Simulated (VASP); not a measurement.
Here is a VASP 6.6.1 calculation.

Contents of INCAR:

```
SYSTEM = AgF4
PREC = Accurate
ENCUT = 520
EDIFF = 1E-7
ISMEAR = -1
SIGMA = 0.05
LREAL = .False.
LASPH = .True.
NELM = 100
ALGO = Normal
ISIF = 2
LWAVE = .False.
LCHARG = .False.
GGA = PE
NBANDS = 28
```

Contents of KPOINTS:

```
Automatic mesh
0
Gamma
  7 7 5
  0 0 0
```

File POSCAR:

```
AgF4
1.0
    3.6206400000      0.0000000000      0.0000000000
    0.0000000000      3.6206400000      0.0000000000
    0.0000000000      0.0000000000      5.2994100000
Ag F
1 4
Direct
    0.0000000000      0.0000000000      0.0000000000
    0.5000000000      0.0000000000      0.2266600000
    0.0000000000      0.5000000000      0.7733400000
    0.5000000000      0.0000000000      0.7733400000
    0.0000000000      0.5000000000      0.2266600000
```

Potentials or basis: VASP PAW PBE potentials, release 64 (Ag, F).

Command:

```console
$ cat potpaw_PBE.64/Ag/POTCAR potpaw_PBE.64/F/POTCAR > POTCAR
$ mpirun -np 1 vasp_std > vasp.out
```

(1) Estimate the pressure.

(2) What does it give for the band gap on the k mesh?

(3) What does it give for the largest force?

## Answers

(1) 0.0 GPa.

(2) none (metal or under the smearing width).

(3) 0.029 eV/Å.

Caveat: an odd number of electrons without spin polarisation forces a metal; a magnetic or distorted state may lie lower.
